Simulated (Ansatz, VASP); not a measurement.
## SrCr2H2 in VASP and in Ansatz

The input INCAR:

```
SYSTEM = SrCr2H2
PREC = Accurate ; ENCUT = 520
EDIFF = 1E-6 ; ISMEAR = -1
SIGMA = 0.1252 ; LREAL = .FALSE.
LASPH = .TRUE. ; NELM = 150
ALGO = Normal ; ISIF = 2
LWAVE = .FALSE. ; LCHARG = .TRUE.
ISPIN = 2 ; MAGMOM = 0.04 -0.04 -2.97 2.97 0
LORBIT = 11 ; LMAXMIX = 4
LDAU = .TRUE. ; LDAUTYPE = 2
LDAUL = -1 2 -1 ; LDAUU = 0 3.57 0
LDAUJ = 0 0 0 ; LDAUPRINT = 1
LELF = .TRUE. ; LVHAR = .TRUE.
ISYM = 0 ; NBANDS = 30
```

KPOINTS

```
Automatic mesh
0
G
  6 6 5
  0 0 0
```

Contents of POSCAR:

```
SrCr2H2
1.0
    2.2199977000      3.8451441000      0.0000000000
   -2.2199977000      3.8451441000      0.0000000000
    0.0000000000      0.0000000000      4.6323985700
H Cr Sr
2 2 1
Direct
    0.3333000000      0.3334000000      0.0976000000
    0.6667000000      0.6666000000      0.9024000000
    0.3333000000      0.3334000000      0.4589000000
    0.6667000000      0.6666000000      0.5411000000
    0.0000000000      0.0000000000      0.0000000000
```

Input for Ansatz:

```yaml
crystal:
  lattice:
    - [2.2199977, 3.8451441, 0.0]
    - [-2.2199977, 3.8451441, 0.0]
    - [0.0, 0.0, 4.63239857]
  atoms:
    - { symbol: H, position: [0.3333, 0.3334, 0.0976] }
    - { symbol: H, position: [0.6667, 0.6666, 0.9024] }
    - { symbol: Cr, position: [0.3333, 0.3334, 0.4589] }
    - { symbol: Cr, position: [0.6667, 0.6666, 0.5411] }
    - { symbol: Sr, position: [0.0, 0.0, 0.0] }
  symmetry: { detect: false, time_reversal: true }
kpoints:
  mp_grid: { grid: [6, 6, 5], shift: [0, 0, 0] }
  band_path:
    path:
      - [0.0, 0.0, 0.0]
      - [6.1e-07, -0.5, 0.0]
      - [0.33333395, -0.33333333, 0.0]
      - [0.0, 0.0, 0.0]
      - [0.0, 0.0, 0.5]
      - [6.1e-07, -0.5, 0.5]
      - [0.33333395, -0.33333333, 0.5]
      - [0.0, 0.0, 0.5]
      - [6.1e-07, -0.5, 0.5]
      - [6.1e-07, -0.5, 0.0]
      - [0.33333395, -0.33333333, 0.5]
    npoints: 6
magnetization:
  spin_polarized: true
scf:
  occupations: { method: fermi_dirac, width: 0.1252 }
  lower_state_search: "off"
  max_iter: 200
hamiltonian:
  pseudopotentials: { kind: paw }
  xc: lda
  hubbard:
    projectors: all-electron-ortho-atomic
    sites: [{ species: Cr, l: d, u_eff: 3.57 }]
basis:
  ecutwfc: 420
  fft_grid_basis: typed
output:
  forces: true
  stress: true
  eigenvalues: true
  bader: true
  populations: true
  elf: true
  write_potential: true
  volumetric_format: npy
  dos:
    e_range: [-12, 8]
    de: 0.05
    projected: { site_lists: { Cr: [Cr], H: [H], Sr: [Sr] } }
checkpoint:
  read: saved_state
```

The cell was built by a generator and needn't be a form met in nature.

Alike in both runs: task single point; functional LDA; k mesh 6 × 6 × 5; occupations fermi-dirac, width 0.1252 eV; collinear spin; Hubbard terms Cr d U = 3.57 eV.

|  | VASP | Ansatz |
| --- | --- | --- |
| version | VASP 6.6.1 | Ansatz 0.2.0 |
| potentials or method | VASP PAW LDA potentials, release 64 (H, Cr_pv, Sr_sv) | PAW plane waves |
| plane-wave cutoff (eV) | 520 | 420 |
| valence electrons in the cell | 36 | 40 |

|  | VASP | Ansatz | Ansatz less VASP |
| --- | --- | --- | --- |
| pressure (GPa) | 1.2 | 3.2 | +2.01 |
| largest component of the traceless stress (GPa) | 4.44 | 3.79 | -0.644 |
| rms of the force components (eV/Å) | 0.505 | 0.500 | -0.0055 |
| net moment per atom (μB) | 0.00 | 0.00 | 0.000 |
| size of the moment on the site where the two differ most (μB) | 3.83 | 2.70 | -1.135 |

Site moments also hang on the region over which each program counts them. The programs project onto different local orbitals, so the same U acts differently. Atom by atom the forces differ by 0.041 eV/Å (rms over components). The two sets of potentials don't hold the same shells in valence. Ansatz warned: «filled_band_counts_differ_across_k_points».

Caveats: the U is typed as a test and isn't derived for this compound. The state reached can hang on the start; a lower one may exist.
